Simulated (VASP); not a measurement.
Level of theory: AM05 GGA, VASP's PBE PAW potentials (set 64) (plane waves; VASP).

Input for VASP

File POSCAR:
```
MgO
1
   -0.0000000000     2.1080816512     2.1080816512
    2.1080816512    -0.0000000000     2.1080816512
    2.1080816512     2.1080816512    -0.0000000000
Mg O
1 1
Direct
  0.0000000000   0.0000000000   0.0000000000
  0.5000000000   0.5000000000   0.5000000000
```

### KPOINTS
```
k-points along high-symmetry lines
15
Line-mode
Reciprocal
  0.000000   0.000000   0.000000 ! GAMMA
  0.500000   0.000000   0.500000 ! X

  0.500000   0.000000   0.500000 ! X
  0.625000   0.250000   0.625000 ! U

  0.375000   0.375000   0.750000 ! K
  0.000000   0.000000   0.000000 ! GAMMA

  0.000000   0.000000   0.000000 ! GAMMA
  0.500000   0.500000   0.500000 ! L

  0.500000   0.500000   0.500000 ! L
  0.500000   0.250000   0.750000 ! W

  0.500000   0.250000   0.750000 ! W
  0.500000   0.000000   0.500000 ! X
```

**INCAR**
```
# general
SYSTEM = MgO
PREC   = Accurate
ENCUT  = 520
LREAL  = .False.
LASPH  = .True.
ICHARG = 11   # fixed density

# electronic loop
EDIFF  = 1E-7
NELM   = 100   # most electronic steps
ALGO   = Normal   # blocked Davidson

# smearing
ISMEAR = 0   # Gaussian
SIGMA  = 0.05

# functional
GGA    = AM   # AM05

# output
LWAVE  = .False.
LCHARG = .False.
LORBIT = 11
```

POTCAR, in this order: Mg O (PBE.64 set). Program: vasp_std. Read from the step before: CHGCAR.

What VASP printed:

### OSZICAR
```
       N       E                     dE             d eps       ncg     rms          rms(c)
DAV:   1     0.135718692462E+02    0.13572E+02   -0.45964E+03  1664   0.871E+02
DAV:   2    -0.108873851952E+02   -0.24459E+02   -0.22863E+02  1792   0.130E+02
DAV:   3    -0.111998018363E+02   -0.31242E+00   -0.31242E+00  1736   0.170E+01
DAV:   4    -0.112002941913E+02   -0.49235E-03   -0.49235E-03  1864   0.659E-01
DAV:   5    -0.112002949910E+02   -0.79969E-06   -0.79969E-06  1872   0.195E-02
DAV:   6    -0.112002949924E+02   -0.14020E-08   -0.14020E-08  1920   0.594E-04
   1 F= -.11200295E+02 E0= -.11200295E+02  d E =-.439582E-22
```

File OUTCAR:
```
 val. band max:        3.1107509516   @ k =   0.0000   0.0000   0.0000

 cond. band min:       7.7954928132   @ k =   0.0000   0.0000   0.0000



 k-point     1 :       0.0000    0.0000    0.0000
  band No.  band energies     occupation
      1     -14.0260      2.00000
      2       3.1108      2.00000
      3       3.1108      2.00000
      4       3.1108      2.00000
      5       7.7955      0.00000
      6      18.7724      0.00000
      7      18.7724      0.00000
      8      18.7724      0.00000

 k-point     2 :       0.0357    0.0000    0.0357
  band No.  band energies     occupation
      1     -14.0075      2.00000
      2       3.0023      2.00000
      3       3.0901      2.00000
      4       3.0901      2.00000
      5       7.9173      0.00000
      6      18.4618      0.00000
      7      18.8181      0.00000
      8      18.8181      0.00000

 k-point     3 :       0.0714    0.0000    0.0714
  band No.  band energies     occupation
      1     -13.9526      2.00000
      2       2.7095      2.00000
      3       3.0299      2.00000
      4       3.0299      2.00000
      5       8.2505      0.00000
      6      17.7654      0.00000
      7      18.9517      0.00000
      8      18.9517      0.00000

 k-point     4 :       0.1071    0.0000    0.1071
  band No.  band energies     occupation
      1     -13.8635      2.00000
      2       2.3002      2.00000
      3       2.9350      2.00000
      4       2.9350      2.00000
      5       8.7287      0.00000
      6      16.9596      0.00000
      7      19.1629      0.00000
      8      19.1629      0.00000

 k-point     5 :       0.1429    0.0000    0.1429
  band No.  band energies     occupation
      1     -13.7440      2.00000
      2       1.8352      2.00000
      3       2.8128      2.00000
      4       2.8128      2.00000
      5       9.2919      0.00000
      6      16.1582      0.00000
      7      19.4367      0.00000
      8      19.4367      0.00000
...
```

The density is held fixed in this step, so its total energy and stress have no physical meaning.

The compound is MgO in the rock salt structure. It was relaxed first.
